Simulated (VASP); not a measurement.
Consider the following.

```
CdF2
1.0
    0.00000     2.75355     2.75355
    2.75355     0.00000     2.75355
    2.75355     2.75355     0.00000
Cd F
1 2
Direct
  0.00000   0.00000   0.00000
  0.25000   0.25000   0.25000
  0.75000   0.75000   0.75000
```

Level of theory: PBE GGA with D3 dispersion (Becke-Johnson damping), VASP's PBE PAW potentials (set 64) (plane waves; VASP). Numerical set-up: 520 eV cut-off, 7×7×7 Γ-centred mesh, Gaussian smearing of 0.050 eV, potentials Cd F.

Task: Give the stress tensor in GPa (positive for a compressed cell).

Result: 
```
-2.62   0.00   0.00
 0.00  -2.62   0.00
 0.00   0.00  -2.62
```
The pressure is its mean diagonal, -2.62 GPa.

The compound is CdF2 in the fluorite structure. This cell is one point of a volume scan, at 1.03 of the reference volume.
